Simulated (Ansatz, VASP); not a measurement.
# PtSe2: VASP beside Ansatz

One calculation is typed for both programs; each brings its own data sets. How far apart do they land? The cell is taken from a series of runs on this material, whose earlier steps may have relaxed, scaled, displaced or heated it; both programs get it as it stands.

Main program and level: Ansatz 0.2.0; plane waves, with VASP 6.6.1 beside it; single point at PBEsol, single point at r2SCAN and single point at PBEsol, spin-orbit coupling.

### 1. Starting point

The cell holds 3 atoms: 1 Pt and 2 Se. Cell: a = 3.703 Å, b = 3.703 Å, c = 28.400 Å, α = 90.0°, β = 90.0°, γ = 120.0°. Vacuum lies along c.

As a file:

```cif
data_structure
_symmetry_space_group_name_H-M 'P 1'
_symmetry_Int_Tables_number 1
_cell_length_a 3.7032
_cell_length_b 3.7032
_cell_length_c 28.4000
_cell_angle_alpha 90.000
_cell_angle_beta 90.000
_cell_angle_gamma 120.000
_cell_volume 337.28
loop_
_atom_site_label
_atom_site_type_symbol
_atom_site_fract_x
_atom_site_fract_y
_atom_site_fract_z
_atom_site_occupancy
Pt1 Pt 0.00000 0.00000 0.50000 1
Se2 Se 0.33333 0.66667 0.54549 1
Se3 Se 0.66667 0.33333 0.45451 1
```

### 2. VASP: single point, PBEsol

With cell and atoms fixed, the geometry can't cause a difference; cores, projectors, grids and the points listed under the comparison can.

Lines of VASP's logs that name or quote its potential files are left out, and so is its time.

INCAR

```
SYSTEM = PtSe2
PREC = Accurate
ENCUT = 400
EDIFF = 1E-06
NELM = 120
ISMEAR = -1
SIGMA = 0.02
LREAL = .FALSE.
ALGO = Normal
GGA = PS
NBANDS = 17
LASPH = .TRUE.
LORBIT = 11
LWAVE = .FALSE.
LCHARG = .FALSE.
ISIF = 2
LDIPOL = .TRUE.
IDIPOL = 3
DIPOL = 0.5 0.5 0.5
LVHAR = .TRUE.
GGA_COMPAT = .FALSE.
EFERMI = MIDGAP
NELMDL = -8
KPAR = 2
```

POSCAR

```
PtSe2
1.0
    3.7031659121      0.0000000000      0.0000000000
   -1.8515829560      3.2070357543      0.0000000000
    0.0000000000      0.0000000000     28.4000000000
Pt Se
1 2
Direct
    0.0000000000      0.0000000000      0.5000000000
    0.3333333333      0.6666666667      0.5454944555
    0.6666666667      0.3333333333      0.4545055445
```

KPOINTS

```
Automatic mesh
0
Gamma
6 6 1
0 0 0
```

The projector-augmented-wave data sets are Pt and Se (PBE family, release 64).

On the command line:

```bash
$ mpirun -np 2 vasp_std
```

Numbers of over 12 decimals in the logs are rounded to 6 here.

The log of the run:

```text
[banner, memory and clock lines left out]
running    2 mpi-ranks, on    1 nodes
 distrk:  each k-point on    1 cores,    2 groups
 distr:  one band on    1 cores,    1 groups

 POSCAR found type information on POSCAR PtSe
 POSCAR found :  2 types and       3 ions
|                                                                             |
|               ----> ADVICE to this user running VASP <----                  |
|                                                                             |
|     You enforced a specific xc type in the INCAR file but a different       |
|     [... a line on the potential file left out ...]
|     I HOPE YOU KNOW WHAT YOU ARE DOING!                                     |
|                                                                             |

 LDA part: xc-table for (Slater+PW92), standard interpolation
 POSCAR, INCAR and KPOINTS ok, starting setup
 FFT: planning ... GRIDC
 FFT: planning ... GRID_SOFT
 FFT: planning ... GRID
 WAVECAR not read
 entering main loop
       N       E                     dE             d eps       ncg     rms          rms(c)
DAV:   1     0.166123969514E+03    0.16612E+03   -0.60413E+03   238   0.736E+02
DAV:   2     0.129475023339E+01   -0.16483E+03   -0.15501E+03   398   0.148E+02
DAV:   3    -0.164117088530E+02   -0.17706E+02   -0.17631E+02   296   0.644E+01
DAV:   4    -0.167050824557E+02   -0.29337E+00   -0.29292E+00   320   0.955E+00
DAV:   5    -0.167113268847E+02   -0.62444E-02   -0.62433E-02   339   0.125E+00
DAV:   6    -0.167113992905E+02   -0.72406E-04   -0.72404E-04   331   0.135E-01
DAV:   7    -0.167114025844E+02   -0.32939E-05   -0.32939E-05   362   0.233E-02
DAV:   8    -0.167114027687E+02   -0.18430E-06   -0.18433E-06   267   0.482E-03    0.131E+01
DAV:   9    -0.159968807908E+02    0.71452E+00   -0.49676E+00   276   0.198E+01    0.689E+00
DAV:  10    -0.158505137668E+02    0.14637E+00   -0.14884E+00   268   0.115E+01    0.321E+00
DAV:  11    -0.157815661065E+02    0.68948E-01   -0.12954E-01   291   0.361E+00    0.686E-01
DAV:  12    -0.157791519531E+02    0.24142E-02   -0.27170E-02   326   0.127E+00    0.208E-01
DAV:  13    -0.157792387276E+02   -0.86775E-04   -0.10062E-03   280   0.212E-01    0.207E-01
DAV:  14    -0.157793102848E+02   -0.71557E-04   -0.52224E-05   322   0.618E-02    0.205E-01
[...]
DAV:  20    -0.157793630651E+02   -0.19044E-04   -0.13165E-04   302   0.519E-02    0.552E-02
DAV:  21    -0.157793706174E+02   -0.75522E-05   -0.14029E-05   276   0.210E-02    0.228E-02
DAV:  22    -0.157793808917E+02   -0.10274E-04   -0.34205E-06   310   0.925E-03    0.832E-03
DAV:  23    -0.157793901748E+02   -0.92831E-05   -0.12385E-06   221   0.542E-03    0.144E-03
DAV:  24    -0.157793997489E+02   -0.95741E-05   -0.96130E-07   238   0.451E-03    0.648E-03
DAV:  25    -0.157794023069E+02   -0.25579E-05   -0.32794E-07   257   0.281E-03    0.205E-03
DAV:  26    -0.157794048070E+02   -0.25002E-05   -0.53572E-07   248   0.352E-03    0.326E-03
DAV:  27    -0.157794058047E+02   -0.99766E-06   -0.10432E-07   256   0.188E-03
   1 F= -.15779406E+02 E0= -.15779406E+02  d E =-.138051E-18
```

From OUTCAR (step 2):

```text
ion  position               nearest neighbor table
   1  0.000  0.000  0.500-   2 2.50   3 2.50   2 2.50   3 2.50   3 2.50   2 2.50
   2  0.333  0.667  0.545-   1 2.50   1 2.50   1 2.50
   3  0.667  0.333  0.455-   1 2.50   1 2.50   1 2.50

  LATTYP: Found a hexagonal cell.
 ALAT       =     3.7031659121
 C/A-ratio  =     7.6691135839

 Subroutine GETGRP returns: Found 12 space group operations
 (whereof 12 operations were pure point group operations)

The static configuration has the point symmetry D_3d.

 Found      7 irreducible k-points:

   k-points           NKPTS =      7   k-points in BZ     NKDIM =      7   number of bands    NBANDS=     17

   dimension x,y,z NGX =    24 NGY =   24 NGZ =  192
   dimension x,y,z NGXF=    48 NGYF=   48 NGZF=  384

   ENCUT  =  400.0 eV  29.40 Ry    5.42 a.u.   6.04  6.04 46.31*2*pi/ulx,y,z

   NELECT =      22.0000    total number of electrons

 k-points in reciprocal lattice and weights: Automatic mesh
   0.00000000  0.00000000  0.00000000       0.028
   0.16666667  0.00000000  0.00000000       0.167
   0.33333333 -0.00000000  0.00000000       0.167
   0.50000000  0.00000000  0.00000000       0.083
   0.16666667  0.16666667  0.00000000       0.167
   0.33333333  0.16666667  0.00000000       0.333
   0.33333333  0.33333333  0.00000000       0.056

 dipolmoment           0.000000      0.000000      0.000000 electrons x Angstroem

 average (electrostatic) potential at core
       1 -77.6671       2 -61.6236       3 -61.6236

 E-fermi :  -2.9126

 k-point     1 :       0.0000    0.0000    0.0000
  band No.  band energies     occupation
    ...
      7      -6.6988      2.00000
      8      -4.9717      2.00000
      9      -4.3630      2.00000
     10      -3.7559      2.00000
     11      -3.7559      2.00000
     12      -0.6641      0.00000
     13      -0.6641      0.00000
     14       0.8945      0.00000
     15       1.4793      0.00000
     16       1.8393      0.00000
    ...

 k-point     2 :       0.1667    0.0000    0.0000
  band No.  band energies     occupation
    ...
      7      -6.8731      2.00000
      8      -5.7273      2.00000
      9      -3.9652      2.00000
     10      -3.9018      2.00000
     11      -3.8314      2.00000
     12      -2.0694      0.00000
     13      -1.0067      0.00000
     14       1.7204      0.00000
     15       2.0031      0.00000
     16       2.4299      0.00000
    ...

 k-point     3 :       0.3333   -0.0000    0.0000
  band No.  band energies     occupation
    ...
      7      -6.8075      2.00000
      8      -6.0902      2.00000
      9      -5.1455      2.00000
     10      -4.6412      2.00000
     11      -4.3054      2.00000
     12      -1.9053      0.00000
     13      -1.0482      0.00000
     14       1.2318      0.00000
     15       2.8523      0.00000
     16       3.1272      0.00000
    ...

  Total        0.0195850      0.0195850      0.0198101      0.0000000     -0.0000000     -0.0000000
  in kB        0.0930332      0.0930332      0.0941027      0.0000000     -0.0000000     -0.0000000
  external PRESSURE =       0.0933897 kB  Pullay stress =       0.0000000 kB

  energy-cutoff  :      400.00
  volume of cell :      337.28
      direct lattice vectors                 reciprocal lattice vectors
     3.703165912  0.000000000  0.000000000     0.270039211  0.155907211  0.000000000
    -1.851582956  3.207035754  0.000000000     0.000000000  0.311814422  0.000000000
     0.000000000  0.000000000 28.400000000     0.000000000  0.000000000  0.035211268

 POSITION                                       TOTAL-FORCE (eV/Angst)
 -----------------------------------------------------------------------------------
      0.00000      0.00000     14.20000        -0.000000      0.000000      0.000000
     -0.00000      2.13802     15.49204         0.000000     -0.000000      0.018788
      1.85158      1.06901     12.90796         0.000000      0.000000     -0.018788
 -----------------------------------------------------------------------------------
    total drift:                               -0.000000     -0.000000      0.000000

  FREE ENERGIE OF THE ION-ELECTRON SYSTEM (eV)
  ---------------------------------------------------
  free  energy   TOTEN  =       -15.7794058047 eV

  energy  without entropy=      -15.7794058047  energy(sigma->0) =      -15.77940580

 vacuum level on the upper side and lower side of the slab         1.996         1.996

 total charge
# of ion       s       p       d       tot
------------------------------------------
    1        0.684   0.726   8.014   9.425
    2        1.477   2.252   0.061   3.790
    3        1.477   2.252   0.061   3.790
--------------------------------------------------
tot          3.638   5.230   8.136  17.004

[... 3 further parts left out ...]
```

### 3. Ansatz: single point, PBEsol

Ansatz runs on its PAW soft_1 files.

The same cell, functional, mesh and smearing now go to Ansatz, which takes its cutoff from its data sets.

input.yaml

```yaml
crystal:
  lattice:
    - [3.7031659121, 0.0, 0.0]
    - [-1.851582956, 3.2070357543, 0.0]
    - [0.0, 0.0, 28.4]
  atoms:
    - { symbol: Pt, position: [0.0, 0.0, 0.5] }
    - { symbol: Se, position: [0.3333333333, 0.6666666667, 0.5454944555] }
    - { symbol: Se, position: [0.6666666667, 0.3333333333, 0.4545055445] }
  periodic: [true, true, false]
kpoints:
  mp_grid: { grid: [6, 6, 1] }
  band_path:
    path:
      - [0, 0, 0]
      - [0.5, 0, 0]
      - [0.3333333333333, 0.3333333333333, 0]
      - [0, 0, 0]
    npoints: 10
hamiltonian:
  xc: pbesol
  pseudopotentials: { kind: paw, azcp: { folder: soft_1 }, xc_functional: pbe }
scf:
  occupations: { method: fermi_dirac, width: 0.02 }
  n_extra_bands: 5
output:
  eigenvalues: true
  forces: true
  stress: true
  write_density: true
  write_potential: true
  elf: true
  volumetric_format: npy
```

On the command line:

```bash
$ ansatz run input.yaml --threads 3 --pin off --max-ram 92160MiB --backend cuda --events-out ev --progress --plain --runs-dir out --devices 1 --max-vram 13GiB
```

The log of the run:

```text
scf.n_extra_bands = 5 over 25 filled bands (N_el = 50.0): the run solves 30 bands
GPUs: using 1 of 1 available (devices: 1).
Engine: ansatz 0.2.0, x86_64-unknown-linux-gnu
Pseudopotentials: kind: paw
Pseudopotential: Pt, paw, valence charge 18, recommended cutoff 420 eV (normal), soft_1/Pt.paw.azcp
Pseudopotential: Se, paw, valence charge 16, recommended cutoff 420 eV (normal), soft_1/Se.paw.azcp
Functional definition: PBEsol
  exchange = pbesol_x
  correlation = pbesol_c
device memory: the entry about to start is reckoned to put 4.2 GiB on a device that reports 36.9 GiB free (of which the cap on the GPU budget leaves the run 13.0 GiB)
GPU FFT provider: cuFFT
GPU libraries: cuBLAS 13.8.2, cuFFT 12.4.0, cuSOLVER 12.3.4
Crystal: 3 atoms, lattice volume = 337.284 Å³
Basis set: ecut = 420 eV, 6635 PW (Γ), exchange–correlation on 50×50×384 points (8 copies of the dense FFT grid, shifted against one another)
Bands: 30, of which v1, the nominal top of the filled ones, is band 25 counted from 1 (24 counted from 0)
Symmetry: 12 space group operations
Space group: P-3m1 (ITA 164), of the structure as read, at distance tolerance 7.0e-5 Å
k-points: 7 of 36
Non-local potential: Pt, projectors of the file, l = 0: 3, l = 1: 2, l = 2: 2, l = 3: 1
Non-local potential: Se, projectors of the file, l = 0: 2, l = 1: 2, l = 2: 3, l = 3: 1
PAW form: soft (Blöchl's): semilocal exchange-correlation on the pseudo side does not see the compensation charge
PAW frozen core: Pt, regenerated for the run's functional, and the local potential with it (the file was generated under x = pbe(κ = 0.804, μ = 0.219515), c = pbe(β = 0.066725))
PAW frozen core: Se, regenerated for the run's functional, and the local potential with it (the file was generated under x = pbe(κ = 0.804, μ = 0.219515), c = pbe(β = 0.066725))
PAW one-centre angular grid: Pt, 590 points (default); XC on 64 Gauss nodes
PAW one-centre angular grid: Se, 590 points (default); XC on 64 Gauss nodes
Initial density: superposition of atomic densities (neutral atoms: chi_scale 0, normalization atom)
Initial wavefunctions: pseudopotential atomic-orbital guess
GPU buffer pool allocated for 120000 grid points (all kernels)
GPU transforms: local potential and band sums: pruned to the plane-wave sphere, on 25×25×192
Functional: x = pbesol(κ = 0.804, μ = 0.123457), c = pbesol(β = 0.046)
SCF iter   1: F=—  HF=-23235.814423 eV  |F-HF|=—  |Δ(HF+E_count)|=         —  Δρ=3.51e-2  dr2=4.49e0  ethr=3.10e-3  ⟨swp⟩=13.1  Hψ=1288  notcnv=0
preconditioner: auto → Resta (q_TF=auto, 1.985 Å⁻¹)  ε∞=2.0  [insulator: Δε(μ)=1.869 eV  Ē_g=9.471 eV  σ=0.020 eV  W_gap=1.00  n_scr=34 (ndim 8)  ℏωp=9.5 eV  f_vac=0.778  D(μ)=0.00/eV (n_scr^D=0)  ε∞_Penn≈2.0  vacuum switching on, ρ_ref=6.5e-3 e/Å³]
SCF iter   2: F=—  HF=-23235.525124 eV  |F-HF|=—  |Δ(HF+E_count)|=   2.89e-1  Δρ=2.12e-2  dr2=3.03e0  ethr=3.10e-3  ⟨swp⟩=4.1  Hψ=592  notcnv=0  defer=7
SCF iter   3: F=—  HF=-23234.947750 eV  |F-HF|=—  |Δ(HF+E_count)|=   5.77e-1  Δρ=8.23e-3  dr2=9.40e-2  ethr=3.10e-3  ⟨swp⟩=3.0  Hψ=437  notcnv=0  defer=6
SCF iter   4: F=—  HF=-23234.921575 eV  |F-HF|=—  |Δ(HF+E_count)|=   2.62e-2  Δρ=7.32e-4  dr2=7.85e-4  ethr=1.88e-4  ⟨swp⟩=3.9  Hψ=458  notcnv=0  defer=7
SCF iter   5: F=—  HF=-23234.921451 eV  |F-HF|=—  |Δ(HF+E_count)|=   1.24e-4  Δρ=2.29e-4  dr2=1.38e-4  ethr=1.57e-6  ⟨swp⟩=3.9  Hψ=543  notcnv=0  defer=7
SCF iter   6: F=—  HF=-23234.921463 eV  |F-HF|=—  |Δ(HF+E_count)|=   1.18e-5  Δρ=7.47e-5  dr2=1.63e-5  ethr=2.77e-7  ⟨swp⟩=4.0  Hψ=506  notcnv=0  defer=7
SCF iter   7: F=—  HF=-23234.921705 eV  |F-HF|=—  |Δ(HF+E_count)|=   2.42e-4  Δρ=1.61e-5  dr2=1.01e-6  ethr=3.26e-8  ⟨swp⟩=2.9  Hψ=414  notcnv=0  defer=7
SCF iter   8: F=-23234.921706 eV  HF=-23234.921706 eV  |F-HF|=4.70e-8  |Δ(HF+E_count)|=   8.82e-7  Δρ=5.88e-6  dr2=8.03e-8  ethr=2.00e-10  ⟨swp⟩=26.7  Hψ=2467  notcnv=0
SCF 1 converged in 8 iterations: F = -23234.921706 eV  dr2 = 8.03e-8
  greatest PAW one-centre occupation: 1.000 electrons in one spin orbital (limit 2), on the Pt atom at site 0 (counted from 0), in its partial waves of l = 0
device memory: the entry about to start is reckoned to put 3.0 GiB on a device that reports 37.7 GiB free (of which the cap on the GPU budget leaves the run 13.0 GiB)
NSCF: frozen V_eff on 31 k-points
WARN: The output density's exchange-correlation potential varies sharply where the density is thin. Do not read a vacuum level from v_tot or v_xc, or from such a field of the output density. On a cell that repeats whose density bears no net charge and no dipole along the vacuum's axis use v_es (v_loc + v_h of the components); under efield.dipole_correction with no amplitude use v_es + v_field, which holds any externa [...]
SCF converged after 8 iterations
Free energy (F): -23234.921706 eV
Harris-Foulkes:  -23234.921706 eV  (|F-HF|=4.70e-8)
Internal energy: -23234.921706 eV  (E = F + TS)
E sigma→0 (E₀):  -23234.921706 eV
Fermi energy:    -4.906048 eV
--- Per-component energies (eV) ---
  E_band       = -1853.370058
  E_kinetic    = 817.395352
  E_local      = -117399.662113  (includes V_loc(G=0)·N_el)
  E_nonlocal   = -497.857002
  E_hartree    = 58188.880228
  E_xc         = -399.680220
  E_vxc        = -450.904203  (∫ρ·V_xc dr)
  E_paw        = -13519.148257  (= ΣΔE_a)
  E_vpaw       = -700.087284  (= ΣTr[D̂ρ^β])
  E_aug_tail   = 0.000393  (compensation charges beyond the density's cutoff)
  E_ewald      = 49572.845979
  E_core_change = 2.303935  (= ΣΔE_core)
  E_smearing   = -0.000000  (= −TS)
  E_closure    = -0.000000  (closes the sum)
  Σ components = -23234.921706   (vs F -23234.921706, Δ=0.00e0)
--- Forces (eV/Å), atoms counted from 1 ---
  atom   1  Pt     0.00000000    -0.00000000     0.00000000
  atom   2  Se    -0.00000000     0.00000000     0.00666296
  atom   3  Se     0.00000000    -0.00000000    -0.00666296
  max |Σ_I F_I| component: 1.73e-18 eV/Å
--- 2D stress c σ (N/m, compression-positive) ---
        0.010643      -0.000000       0.000000
        0.000000       0.010643       0.000000
        0.000000       0.000000       0.000000
  P = ½ c Tr σ = 0.0106 N/m
--- Band table (eV; the first three rows and the last of 7) ---
  k-point 0: bands = [... 21 lower, -6.9665, -6.3555, -5.7516, -5.7516, -2.6584, -2.6584, -1.1033 (-1.1035°), -0.5077, ... 1 higher]
  k-point 1: bands = [... 21 lower, -7.7211, -5.9572, -5.8963, -5.8251, -4.0597, -3.0004, -0.2759 (-0.2773°), 0.0153, ... 1 higher]
  k-point 2: bands = [... 21 lower, -8.0814, -7.1383, -6.6317, -6.2995, -3.8926, -3.0427, -0.7549, 0.8598, ... 1 higher]
  k-point 6: bands = [... 21 lower, -8.3513, -8.0512, -6.7271, -6.7271, -3.8997, -3.8997, 0.4754, 2.5005, ... 1 higher]
  ° read free of the cell's end (the report's vacuum.weakly_bound_levels)
```

### 4. Comparison

Known differences besides the potentials themselves: Ansatz cuts the interaction across the vacuum, VASP repeats the sheet with a dipole correction; the data sets hold 50 valence electrons in Ansatz (on its PAW soft_1 files) and 22 in VASP; the cutoff is 420 eV in Ansatz and 400 eV in VASP; Ansatz makes its cores anew for this functional, VASP keeps those of its PBE data sets. Total energies have different zeros and are not compared.

Compared:

| quantity | Ansatz | VASP | difference |
| --- | --- | --- | --- |
| gap on the k mesh (eV) | 1.692 | 1.687 | +0.005 |

At this near-relaxed geometry the largest component of a force difference is 12 meV/Å. A gap on the mesh is an upper bound, since the band edges may lie between its points; neither run holds spin-orbit coupling, which can move the band edges of a compound of Pt. With vacuum in the cell, a pressure given here is an average over mostly empty space and none of the material.

### 5. Ansatz: single point, r2SCAN

With cell and atoms fixed, the geometry can't cause a difference; cores, projectors, grids and the points listed under the comparison can.

The cell is taken from a series of runs on this material, whose earlier steps may have relaxed, scaled, displaced or heated it; both programs get it as it stands.

input.yaml

```yaml
crystal:
  lattice:
    - [3.7031659121, 0.0, 0.0]
    - [-1.851582956, 3.2070357543, 0.0]
    - [0.0, 0.0, 28.4]
  atoms:
    - { symbol: Pt, position: [0.0, 0.0, 0.5] }
    - { symbol: Se, position: [0.3333333333, 0.6666666667, 0.5454944555] }
    - { symbol: Se, position: [0.6666666667, 0.3333333333, 0.4545055445] }
  periodic: [true, true, false]
kpoints:
  mp_grid: { grid: [9, 9, 1] }
  band_path:
    path:
      - [0.0, 0.0, 0.0]
      - [0.5, 0.0, 0.0]
      - [0.3333333333, 0.3333333333, 0.0]
      - [0.0333333333, 0.0333333333, 0.0]
      - [0.25, 0.0, 0.0]
      - [0.2, 0.0, 0.0]
    npoints: 1
hamiltonian:
  xc: r2scan
  pseudopotentials: { kind: paw, azcp: { folder: soft_1 } }
scf:
  occupations: { method: fixed }
  n_extra_bands: 5
output:
  eigenvalues: true
  forces: true
  stress: true
```

The log of the run:

```text
[...]
GPUs: using 1 of 1 available (devices: 1).
[...]
GPU FFT provider: cuFFT
GPU libraries: cuBLAS 13.8.2, cuFFT 12.4.0, cuSOLVER 12.3.4
Crystal: 3 atoms, lattice volume = 337.284 Å³
Basis set: ecut = 500 eV, 8587 PW (Γ), exchange–correlation on 120×120×864 points (64 copies of the dense FFT grid, shifted against one another)
[...]
k-point 1: bands = [... 21 lower, -7.6809, -6.3527, -6.0874, -6.0209, -3.5049, -2.9094, -0.2379 (-0.2410°), 0.1108, ... 1 higher]
  k-point 2: bands = [... 21 lower, -8.2460, -6.4344, -6.2723, -6.1350, -4.3485, -3.1329, 0.3181 (0.3165°), 0.5403, ... 1 higher]
  k-point 11: bands = [... 21 lower, -8.7560, -8.3238, -7.0500, -7.0500, -3.9339, -3.9339, 0.7117, 2.9674, ... 1 higher]
  ° read free of the cell's end (the report's vacuum.weakly_bound_levels)
[key lines of the parts left out:]
SCF converged after 8 iterations
Free energy (F): -23495.838041 eV
Fermi energy:    -6.010574 eV
P = ½ c Tr σ = 0.8427 N/m
```

(Part 1 of 2 ends here.)

[Lines on the potential files, build, host, timing and source positions are cut from VASP's logs without a mark.]

[Logs are printed without paths, hosts, clocks, repeated set-up lines and the standing remarks that a program may print on its own settings, such as how far it seeks lower states.]

[Hosts, paths, dates, database ids (printed as entryN), source tags and the programs' standing remarks are cut or masked in the printed files.]
